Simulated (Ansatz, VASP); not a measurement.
**TiSi: VASP beside Ansatz**

Aim: how closely do two programs agree when they are given the same cell, functional and k mesh? The cell is generated by rule, not measured, and may not be a known phase. The cell is taken from a series of runs on this material, whose earlier steps may have relaxed, scaled, displaced or heated it; both programs get it as it stands.

Calculated with Ansatz 0.2.0; plane waves, with VASP 6.6.1 beside it; PBEsol.

The structure was built from a prototype and need not be the compound's stable phase.

## Step 1: The starting structure

It takes space group P6_3/mmc (No. 194, hexagonal). The conventional cell has a = 3.505 Å, b = 3.505 Å, c = 5.608 Å, α = 90.00°, β = 90.00°, γ = 120.00°. Nearest to Ti lie 6 Si at 2.46 Å. Nearest to Si lie 6 Ti at 2.46 Å. Farther neighbours are not listed.

## Step 2: Ansatz: single point, PBEsol

Ansatz runs on its default PAW (the set named soft_2) files.

A single point takes one fixed geometry, so differences don't come from the geometry; what else differs is listed under the comparison.

input.yaml

```yaml
crystal:
  lattice:
    - [3.50492, 0.0, 0.0]
    - [-1.75246, 3.03535, 0.0]
    - [0.0, 0.0, 5.60787]
  atoms:
    - { symbol: Ti, position: [0.0, 0.0, 0.0] }
    - { symbol: Ti, position: [0.0, 0.0, 0.5] }
    - { symbol: Si, position: [0.333333, 0.666667, 0.25] }
    - { symbol: Si, position: [0.666667, 0.333333, 0.75] }
kpoints:
  mp_grid: { grid: [6, 6, 4] }
hamiltonian:
  xc: pbesol
scf:
  occupations: { method: gaussian, width: 0.1 }
output:
  forces: true
  stress: true
  eigenvalues: true
```

Launch:

```sh
$ ansatz run input.yaml --threads 4 --pin off --max-ram 7168MiB --backend cpu --events-out ev --progress --plain --runs-dir out
```

Numbers of over 12 decimals in the logs are rounded to 6 here.

What it wrote:

```text
Warning: the atoms were moved onto the symmetric positions of the space group found under crystal.symmetry.tolerance 1.0e-5 (fractional; no operation is sought that the atoms, as they stand in a round, miss by more than twice it, and no atom is moved by as much as it), and the run uses the moved positions. Before a round's move an operation carried an atom to 3.50e-6 Å from where it should land, the largest such dist [...]
Engine: ansatz 0.2.0, aarch64-unknown-linux-gnu
Pseudopotentials: kind: paw
Pseudopotential: Ti, paw, valence charge 12, recommended cutoff 420 eV (normal), Ti.paw.azcp
Pseudopotential: Si, paw, valence charge 4, recommended cutoff 420 eV (normal), Si.paw.azcp
Functional definition: PBEsol
  exchange = pbesol_x
  correlation = pbesol_c
Crystal: 4 atoms, lattice volume = 59.660 Å³
Basis set: ecut = 420 eV, 1141 PW (Γ), exchange–correlation on 48×48×80 points (8 copies of the dense FFT grid, shifted against one another)
Bands: 20, of which v1, the nominal top of the filled ones, is band 16 counted from 1 (15 counted from 0)
Symmetry: 24 space group operations
Space group: P63/mmc (ITA 194), of the structure as read, at distance tolerance 3.9e-5 Å
k-points: 21 of 144
Non-local potential: Ti, projectors of the file, l = 0: 3, l = 1: 2, l = 2: 3, l = 3: 1
Non-local potential: Si, projectors of the file, l = 0: 2, l = 1: 2, l = 2: 2
PAW form: soft (Blöchl's): semilocal exchange-correlation on the pseudo side does not see the compensation charge
PAW frozen core: Ti, regenerated for the run's functional, and the local potential with it (the file was generated under x = pbe(κ = 0.804, μ = 0.219515), c = pbe(β = 0.066725))
PAW frozen core: Si, regenerated for the run's functional, and the local potential with it (the file was generated under x = pbe(κ = 0.804, μ = 0.219515), c = pbe(β = 0.066725))
PAW one-centre angular grid: Ti, 590 points (default); XC on 64 Gauss nodes
PAW one-centre angular grid: Si, 110 points (default); XC on 64 Gauss nodes
Initial density: superposition of atomic densities (neutral atoms: chi_scale 0, normalization atom), corrected by the library's trained network
Initial wavefunctions: pseudopotential atomic-orbital guess
Functional: x = pbesol(κ = 0.804, μ = 0.123457), c = pbesol(β = 0.046)
SCF iter   1: F=—  HF=-6191.608686 eV  |F-HF|=—  |Δ(HF+E_count)|=         —  Δρ=8.65e-3  dr2=4.06e-2  ethr=1.77e-3  ⟨swp⟩=5.1  Hψ=1980  notcnv=0
preconditioner: auto → Kerker (q_TF=auto, 2.459 Å⁻¹)  [metal: Δε(μ)=0.072 eV  Ē_g=4.746 eV  σ=0.100 eV  W_gap=0.37  n_scr=22 (ndim 8)  ℏωp=19.2 eV  f_vac=0.000  D(μ)=2.56/eV (n_scr^D=22)]
SCF iter   2: F=—  HF=-6191.599646 eV  |F-HF|=—  |Δ(HF+E_count)|=   9.04e-3  Δρ=3.37e-3  dr2=5.52e-3  ethr=1.27e-4  ⟨swp⟩=2.4  Hψ=785  notcnv=0
SCF iter   3: F=—  HF=-6191.598455 eV  |F-HF|=—  |Δ(HF+E_count)|=   1.19e-3  Δρ=1.26e-3  dr2=9.98e-4  ethr=1.73e-5  ⟨swp⟩=2.0  Hψ=522  notcnv=0
SCF iter   4: F=—  HF=-6191.598174 eV  |F-HF|=—  |Δ(HF+E_count)|=   2.82e-4  Δρ=1.69e-4  dr2=1.99e-5  ethr=3.12e-6  ⟨swp⟩=2.1  Hψ=555  notcnv=0
SCF iter   5: F=—  HF=-6191.598148 eV  |F-HF|=—  |Δ(HF+E_count)|=   2.56e-5  Δρ=4.92e-5  dr2=1.39e-6  ethr=6.22e-8  ⟨swp⟩=2.0  Hψ=575  notcnv=0
SCF iter   6: F=-6191.598148 eV  HF=-6191.598148 eV  |F-HF|=1.56e-8  |Δ(HF+E_count)|=   1.00e-7  Δρ=7.50e-6  dr2=4.12e-8  ethr=3.13e-10  ⟨swp⟩=3.1  Hψ=1671  notcnv=0
SCF 1 converged in 6 iterations: F = -6191.598148 eV  dr2 = 4.12e-8
  greatest PAW one-centre occupation: 0.999 electrons in one spin orbital (limit 2), on the Ti atom at site 1 (counted from 0), in its partial waves of l = 0
SCF converged after 6 iterations
Free energy (F): -6191.598148 eV
Harris-Foulkes:  -6191.598148 eV  (|F-HF|=1.56e-8)
Internal energy: -6191.585147 eV  (E = F + TS)
E sigma→0 (E₀):  -6191.591647 eV
Entropy (-TS):   -0.013001 eV (-3.250 meV/atom)
Fermi energy:    12.011621 eV
--- Per-component energies (eV) ---
  E_band       = -279.526453
  E_kinetic    = 639.451031
  E_local      = -1961.889037  (includes V_loc(G=0)·N_el)
  E_nonlocal   = 73.464246
  E_hartree    = 831.035653
  E_xc         = -309.400839
  E_vxc        = -345.234235  (∫ρ·V_xc dr)
  E_paw        = -3044.031188  (= ΣΔE_a)
  E_vpaw       = -347.381504  (= ΣTr[D̂ρ^β])
  E_aug_tail   = 0.000263  (compensation charges beyond the density's cutoff)
  E_ewald      = -2420.557165
  E_core_change = 0.341890  (= ΣΔE_core)
  E_smearing   = -0.013001  (= −TS)
  E_closure    = -0.000000  (closes the sum)
  Σ components = -6191.598148   (vs F -6191.598148, Δ=0.00e0)
--- Forces (eV/Å), atoms counted from 1 ---
  atom   1  Ti     0.00000000    -0.00000000     0.00000000
  atom   2  Ti     0.00000000    -0.00000000     0.00000000
  atom   3  Si    -0.00000000     0.00000000     0.00000000
  atom   4  Si     0.00000000    -0.00000000     0.00000000
  max |Σ_I F_I| component: 1.85e-17 eV/Å
--- Stress (GPa, compression-positive) ---
       13.723640       0.000000       0.000000
        0.000000      13.723640       0.000000
        0.000000       0.000000      36.880729
  P = ⅓ Tr σ = 21.4427 GPa (214.427 kbar)
--- Band table (eV; the first three rows and the last of 21) ---
  k-point 0: bands = [... 12 lower, 10.3503, 11.0147, 12.2671, 12.2671, 12.5474, 12.5474, 14.8291, 14.8291]
  k-point 1: bands = [... 12 lower, 10.5814, 11.0192, 12.0727, 12.0727, 12.4987, 12.4987, 14.0906, 14.0906]
  k-point 2: bands = [... 12 lower, 11.2239, 11.2239, 11.2239, 11.2239, 13.1543, 13.1543, 13.1543, 13.1543]
  k-point 20: bands = [... 12 lower, 9.8804, 9.8804, 10.8973, 10.8973, 12.9878, 12.9878, 13.9834, 13.9834]
```

The run ends at a pressure of 21.44 GPa.

## Step 3: VASP: single point, PBEsol

The same cell, functional, mesh and smearing now go to VASP, with its own data sets.

Lines of VASP's logs that name or quote its potential files are left out, and so is its time.

INCAR

```
SYSTEM = TiSi
PREC = Accurate
ENCUT = 500
EDIFF = 1E-06
NELM = 120
ISMEAR = 0
SIGMA = 0.1
LREAL = .FALSE.
ALGO = Normal
GGA = PS
NBANDS = 22
LASPH = .TRUE.
LORBIT = 11
LWAVE = .FALSE.
LCHARG = .FALSE.
ISIF = 2
GGA_COMPAT = .FALSE.
```

POSCAR

```
TiSi
1.0
    3.5049200000      0.0000000000      0.0000000000
   -1.7524600000      3.0353500000      0.0000000000
    0.0000000000      0.0000000000      5.6078700000
Ti Si
2 2
Direct
    0.0000000000      0.0000000000      0.0000000000
    0.0000000000      0.0000000000      0.5000000000
    0.3333333333      0.6666666667      0.2500000000
    0.6666666667      0.3333333333      0.7500000000
```

KPOINTS

```
Automatic mesh
0
Gamma
6 6 4
0 0 0
```

PAW data sets: Ti_sv and Si (PBE family, release 64).

Launch:

```sh
$ mpirun -np 1 vasp_std
```

What it wrote:

```text
[banner, memory and clock lines left out]
running    1 mpi-ranks, on    1 nodes
 distrk:  each k-point on    1 cores,    1 groups
 distr:  one band on    1 cores,    1 groups

 POSCAR found type information on POSCAR TiSi
 POSCAR found :  2 types and       4 ions
|                                                                             |
|               ----> ADVICE to this user running VASP <----                  |
|                                                                             |
|     You enforced a specific xc type in the INCAR file but a different       |
|     [... a line on the potential file left out ...]
|     I HOPE YOU KNOW WHAT YOU ARE DOING!                                     |
|                                                                             |

 LDA part: xc-table for (Slater+PW92), standard interpolation
 POSCAR, INCAR and KPOINTS ok, starting setup
 FFT: planning ... GRIDC
 FFT: planning ... GRID_SOFT
 FFT: planning ... GRID
 WAVECAR not read
 entering main loop
       N       E                     dE             d eps       ncg     rms          rms(c)
DAV:   1     0.318527926839E+03    0.31853E+03   -0.15493E+04   924   0.155E+03
DAV:   2     0.122910568491E+01   -0.31730E+03   -0.30758E+03   924   0.450E+02
DAV:   3    -0.311151404653E+02   -0.32344E+02   -0.30690E+02  1676   0.124E+02
DAV:   4    -0.329683794746E+02   -0.18532E+01   -0.18451E+01  1174   0.267E+01
DAV:   5    -0.330841705588E+02   -0.11579E+00   -0.11578E+00  1430   0.590E+00    0.189E+01
DAV:   6    -0.290937786261E+02    0.39904E+01   -0.27820E+01  1166   0.471E+01    0.535E+00
DAV:   7    -0.289769542292E+02    0.11682E+00   -0.26555E+00  1190   0.143E+01    0.436E+00
DAV:   8    -0.289802715384E+02   -0.33173E-02   -0.27362E-01  1276   0.440E+00    0.805E-01
DAV:   9    -0.289766537648E+02    0.36178E-02   -0.48256E-02  1318   0.190E+00    0.498E-01
DAV:  10    -0.289784143612E+02   -0.17606E-02   -0.40931E-03  1264   0.562E-01    0.876E-02
DAV:  11    -0.289784415556E+02   -0.27194E-04   -0.10032E-03  1414   0.253E-01    0.768E-02
DAV:  12    -0.289784269858E+02    0.14570E-04   -0.18812E-04  1188   0.123E-01    0.864E-03
DAV:  13    -0.289784263719E+02    0.61385E-06   -0.68638E-06  1072   0.255E-02
   1 F= -.28978426E+02 E0= -.28971935E+02  d E =-.129833E-01
```

OUTCAR, selected parts (step 3):

```text
ion  position               nearest neighbor table
   1  0.000  0.000  0.000-   3 2.46   4 2.46   4 2.46   3 2.46   4 2.46   3 2.46   2 2.80   2 2.80

  LATTYP: Found a hexagonal cell.
 ALAT       =     3.5049200000
 C/A-ratio  =     1.5999994294

 Subroutine GETGRP returns: Found 24 space group operations
 (whereof 12 operations were pure point group operations)

The static configuration has the point symmetry D_3d.
 The point group associated with its full space group is D_6h.

 Found     21 irreducible k-points:

   k-points           NKPTS =     21   k-points in BZ     NKDIM =     21   number of bands    NBANDS=     22

   dimension x,y,z NGX =    28 NGY =   28 NGZ =   42
   dimension x,y,z NGXF=    56 NGYF=   56 NGZF=   84

   ENCUT  =  500.0 eV  36.75 Ry    6.06 a.u.   6.39  6.39 10.22*2*pi/ulx,y,z

   NELECT =      32.0000    total number of electrons

 k-points in reciprocal lattice and weights: Automatic mesh
   0.00000000  0.00000000  0.00000000       0.007
   0.16666667  0.00000000  0.00000000       0.042
   0.33333333  0.00000000  0.00000000       0.042
   0.50000000  0.00000000  0.00000000       0.021
   0.16666667  0.16666667  0.00000000       0.042
   0.33333333  0.16666667  0.00000000       0.083
   0.33333333  0.33333333  0.00000000       0.014
   0.00000000  0.00000000  0.25000000       0.014
   0.16666667  0.00000000  0.25000000       0.083
[...]
0.33333333  0.16666667  0.50000000       0.083
   0.33333333  0.33333333  0.50000000       0.014

 average (electrostatic) potential at core
       1 -71.0901       2 -71.0901       3 -78.9248       4 -78.9248

 E-fermi :   8.8238

 k-point     1 :       0.0000    0.0000    0.0000
  band No.  band energies     occupation
    ...
     10       2.4230      2.00000
     11       3.9532      2.00000
     12       7.1639      2.00000
     13       7.1639      2.00000
     14       7.8297      2.00000
     15       9.0764      0.00035
     16       9.0764      0.00035
     17       9.3521      0.00000
     18       9.3521      0.00000
     19      11.6325      0.00000
    ...

 k-point     2 :       0.1667    0.0000    0.0000
  band No.  band energies     occupation
    ...
     13       7.2765      2.00000
     14       7.7465      2.00000
     15       8.4777      2.00000
     16       8.6702      1.97018
     17       8.8705      0.50905
     18       9.6841      0.00000
     19      11.2864      0.00000
     20      11.5810      0.00000
     21      12.2403      0.00000
     22      12.8155      0.00000

 k-point     3 :       0.3333    0.0000    0.0000
  band No.  band energies     occupation
    ...
     12       5.7036      2.00000
     13       7.2276      2.00000
     14       7.2429      2.00000
     15       7.7894      2.00000
     16       7.9829      2.00000
     17       9.1150      0.00004
     18      10.4685      0.00000
     19      10.8308      0.00000
     20      11.5312      0.00000
     21      11.5848      0.00000
    ...

  Total        5.1128604      5.1128612     13.6859585      0.0000000      0.0000000     -0.0000000
  in kB      137.3060565    137.3060784    367.5369260      0.0000000      0.0000000     -0.0000000
  external PRESSURE =     214.0496870 kB  Pullay stress =       0.0000000 kB

  energy-cutoff  :      500.00
  volume of cell :       59.66
      direct lattice vectors                 reciprocal lattice vectors
     3.504920000  0.000000000  0.000000000     0.285313217  0.164725649  0.000000000
    -1.752460000  3.035350000  0.000000000     0.000000000  0.329451299  0.000000000
     0.000000000  0.000000000  5.607870000     0.000000000  0.000000000  0.178320824

 POSITION                                       TOTAL-FORCE (eV/Angst)
 -----------------------------------------------------------------------------------
      0.00000      0.00000      0.00000        -0.000000      0.000000     -0.000000
      0.00000      0.00000      2.80394        -0.000000      0.000000     -0.000000
     -0.00000      2.02357      1.40197         0.000000     -0.000000     -0.000000
      1.75246      1.01178      4.20590         0.000000      0.000000      0.000000
 -----------------------------------------------------------------------------------
    total drift:                               -0.000000      0.000000      0.000000

  FREE ENERGIE OF THE ION-ELECTRON SYSTEM (eV)
  ---------------------------------------------------
  free  energy   TOTEN  =       -28.9784263719 eV

  energy  without entropy=      -28.9654430667  energy(sigma->0) =      -28.97193472

 total charge
# of ion       s       p       d       tot
------------------------------------------
    1        2.228   6.209   2.054  10.491
    2        2.228   6.209   2.054  10.491
    3        0.818   0.993   0.000   1.811
    4        0.818   0.993   0.000   1.811
--------------------------------------------------
tot          6.091  14.405   4.108  24.604

[... 3 further parts left out ...]
```

The k-mesh is coarse for a metal.

The run ends at a pressure of 21.40 GPa.

## Step 4: Comparison

Known differences besides the potentials themselves: the cutoff is 420 eV in Ansatz and 500 eV in VASP; Ansatz makes its cores anew for this functional, VASP keeps those of its PBE data sets. Total energies have different zeros and are not compared.

The two programs side by side:

```
      quantity  Ansatz   VASP  difference
pressure (GPa)   21.44  21.40       +0.04
```

## Step 5: Outcome

| Property | Result |
| --- | --- |
| difference in pressure (single point, PBEsol) | 0.038 GPa |

In words: The difference in pressure is 0.038 GPa (single point, PBEsol), within the 1 GPa picked in this series as the mark of a large difference. How closely two codes agree says nothing of how well the functional describes the real material.

[Lines on the potential files, build, host, timing and source positions are cut from VASP's logs without a mark.]

[Logs are printed without paths, hosts, clocks, repeated set-up lines and the standing remarks that a program may print on its own settings, such as how far it seeks lower states.]

[Hosts, paths, dates, database ids (printed as entryN), source tags and the programs' standing remarks are cut or masked in the printed files.]
